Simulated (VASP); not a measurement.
Level of theory: PBEsol GGA, VASP's PBE PAW potentials (set 64) (plane waves; VASP).

VASP input:

**INCAR**
```
SYSTEM = CsCl
PREC = Accurate
ENCUT = 400
EDIFF = 1E-7
NELM = 100
ALGO = Normal
LREAL = .FALSE.
LASPH = .TRUE.
ISMEAR = -5
GGA = PS
LMAXMIX = 4
LWAVE = .FALSE.
LCHARG = .TRUE.
LORBIT = 11
NEDOS = 601
ISIF = 2
```

**POSCAR**
```
CsCl
1
    4.0742175020     0.0000000000     0.0000000000
    0.0000000000     4.0742175020     0.0000000000
    0.0000000000     0.0000000000     4.0742175020
Cs Cl
1 1
Direct
  0.0000000000   0.0000000000   0.0000000000
  0.5000000000   0.5000000000   0.5000000000
```

File KPOINTS:
```
kpoints
0
gamma
  7 7 7
```

POTCAR, in this order: Cs_sv Cl (PBE.64 set). Program: vasp_std.

Unless said otherwise, spin-orbit coupling is left out, though it shifts the bands of the heavy elements here.

Task: Estimate the energy per atom (σ→0), band gap (on the k-mesh).

Result: 
| Quantity | Value |
|---|---|
| energy per atom (σ→0) | -3.423 eV/atom |
| band gap (on the k-mesh) | 5.21 eV |

**OSZICAR**
```
...
DAV:   8    -0.684611231201E+01    0.13595E-02   -0.12542E-02   564   0.832E-01    0.123E-01
DAV:   9    -0.684626789579E+01   -0.15558E-03   -0.23993E-03   636   0.327E-01    0.101E-01
DAV:  10    -0.684633831858E+01   -0.70423E-04   -0.17951E-04   564   0.111E-01    0.213E-02
DAV:  11    -0.684635057358E+01   -0.12255E-04   -0.35506E-05   596   0.403E-02    0.569E-03
DAV:  12    -0.684635006649E+01    0.50709E-06   -0.77429E-06   568   0.176E-02    0.196E-03
DAV:  13    -0.684634992979E+01    0.13670E-06   -0.39905E-07   592   0.466E-03    0.829E-04
DAV:  14    -0.684634997083E+01   -0.41040E-07   -0.18144E-07   448   0.251E-03
   1 F= -.68463500E+01 E0= -.68463500E+01  d E =0.000000E+00
```

The structure was generated: CsCl was put into the CsCl type type (Pm-3m), which need not be its known phase. It was relaxed first, which changed the volume by -26 %.
